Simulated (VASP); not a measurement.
Consider the following.

```xyz
3
Lattice="0.0000 2.9763 2.9763 2.9763 0.0000 2.9763 2.9763 2.9763 0.0000" Properties=species:S:1:pos:R:3 pbc="T T T"
Al     1.4881     1.4881     1.4881
Al     4.4644     4.4644     4.4644
Pt     0.0000     0.0000     0.0000
```

Level of theory: revTPSS meta-GGA, VASP's PBE PAW potentials (set 64) (plane waves; VASP 6.6.1). Numerical set-up: 520 eV cut-off, 9×9×9 Γ-centred mesh, first-order Methfessel-Paxton smearing of 0.10 eV, potentials Al Pt.

Unless said otherwise, spin-orbit coupling is left out, though it shifts the bands of the heavy elements here.

Q: What does the run give for the energy per atom (σ→0), pressure, band gap (on the k-mesh) with the smallest direct gap where there is one?

A: 
| Quantity | Result |
|---|---|
| band gap (on the k-mesh) | none (metal, semimetal or under 0.01 eV) |
| energy per atom (σ→0) | 696.7 kJ/mol-atom |
| pressure | -3.80 GPa |

The compound is PtAl2 in the fluorite structure. This cell is one point of a volume scan, at 1.03 of the reference volume.
